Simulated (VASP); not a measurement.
Wanted: the native input for a VASP 6.6.1 run.

* Task: single point
* Functional: PBE
* Potentials or basis: VASP PAW PBE potentials, release 64 (Hf_pv, Pd, Se, Br, O)
* Cutoff: 520 eV
* k mesh: 6 × 6 × 3
* Occupations: fermi-dirac, width 0.05 eV
* Spin: no spin polarisation
* Further INCAR settings: ALGO = Normal; EDIFF = 1e-07; NBANDS = 53

The structure of Hf2Pd2Se2Br2O3 lies in POSCAR:

```
Hf2Pd2Se2Br2O3
1.0
    5.7589900000      0.0000000000      0.0000000000
   -2.8794900000      4.9874300000      0.0000000000
    0.0000000000      0.0000000000      8.5254700000
Hf Pd Se Br O
2 2 2 2 3
Direct
    0.3333300000      0.6666700000      0.5420100000
    0.6666700000      0.3333300000      0.5420100000
    0.3333300000      0.6666700000      0.1288000000
    0.6666700000      0.3333300000      0.1288000000
    0.3333300000      0.6666700000      0.8557200000
    0.6666700000      0.3333300000      0.8557200000
    0.0000000000      0.0000000000      0.1389500000
    0.0000000000      0.0000000000      0.6538400000
    0.5000000000      0.0000000000      0.4296300000
    0.0000000000      0.5000000000      0.4296300000
    0.5000000000      0.5000000000      0.4296300000
```

The cell was built by a generator and needn't be a form met in nature.

These files were run (other wordings do the same):

INCAR

```
SYSTEM = Hf2Pd2Se2Br2O3
PREC = Accurate
ENCUT = 520
EDIFF = 1E-7
ISMEAR = -1
SIGMA = 0.05
LREAL = .False.
LASPH = .True.
NELM = 80
ALGO = Normal
ISIF = 2
LWAVE = .False.
LCHARG = .False.
GGA = PE
NBANDS = 53
KPAR = 4
```

KPOINTS

```
Automatic mesh
0
Gamma
  6 6 3
  0 0 0
```

Potentials or basis: VASP PAW PBE potentials, release 64 (Hf_pv, Pd, Se, Br, O).

Command:

```sh
$ cat potpaw_PBE.64/Hf_pv/POTCAR potpaw_PBE.64/Pd/POTCAR potpaw_PBE.64/Se/POTCAR potpaw_PBE.64/Br/POTCAR potpaw_PBE.64/O/POTCAR > POTCAR
$ mpirun -np 4 vasp_std > vasp.out
```

Results of the run:

```
Pressure               : -0.5 GPa
Largest force          : 0.232 eV/Å
Band gap on the k mesh : none (metal or under the smearing width)
```

Wall time 6 min on 4 MPI ranks on AMD EPYC 7R13 Processor (Zen 3), with other jobs on the host, peak memory 0.6 GiB a rank.
